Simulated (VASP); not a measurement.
**Tc (relaxed from the simple-cubic structure, space group Pm-3m): computed properties**

These are PBEsol GGA, VASP's PBE PAW potentials (set 64) (plane waves; VASP) values and carry that method's errors.

```
Quantity                                                              Result
----------------------------------  ----------------------------------------
space group                                                      Pm-3m (221)
cell                                a = b = c = 2.4982 Å, α = β = γ = 90.00°
volume per atom                                               15.59 Å^3/atom
band gap (over mesh and band path)  none (metal, semimetal or under 0.01 eV)
density                                                          10.43 g/cm³
```

Space group Pm-3m (No. 221); a = 2.498 Å, b = 2.498 Å, c = 2.498 Å, α = 90.00°, β = 90.00°, γ = 90.00°

| atom | site | symmetry | x | y | z |
|---|---|---|---|---|---|
| Tc | 1a | m-3m | 0.0000 | 0.0000 | 0.0000 |

The structure was generated: Tc was put into the simple-cubic type (Pm-3m), which need not be its known phase. It was relaxed first. Symmetry was kept, so distortions that lower it aren't found.
